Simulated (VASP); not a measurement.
Shape and ions are relaxed at each volume.

Consider the following.

Space group P6₃/mmc (No. 194); a = b = 2.7346 Å, c = 4.3219 Å, α = β = 90.00°, γ = 120.00°

| atom | site | symmetry | x | y | z |
|---|---|---|---|---|---|
| Os | 2c | -6m2 | 0.3333 | 0.6667 | 0.2500 |

These are r2SCAN+rVV10, VASP's PBE PAW potentials (set 64) (plane waves; VASP 6.6.1) values and carry that method's errors. Run with 520 eV cut-off, 15×15×9 Γ-centred mesh, first-order Methfessel-Paxton smearing of 0.10 eV, potentials Os.

Q: Give the energy at these volumes per atom, relative to the lowest: 13.16, 13.58, 14.00, 14.42, 14.84 Å³.

A: 78.3, 18.4, 0.0, 16.5, 62.2 meV/atom. A third-order Birch-Murnaghan fit gives B0 = 442 GPa and B0′ = 4.9.

Measured: bulk modulus 425 GPa at 0 K (computed value off by +4.2 %), as given by Vázquez-Parga, Fernández-Martínez, Viñes, J. Chem. Theory Comput. (2023), doi:10.1021/acs.jctc.3c00612, Supporting … [zero-point energy and finite temperature contributions removed].

The compound is Os in the hcp structure. It was relaxed first.
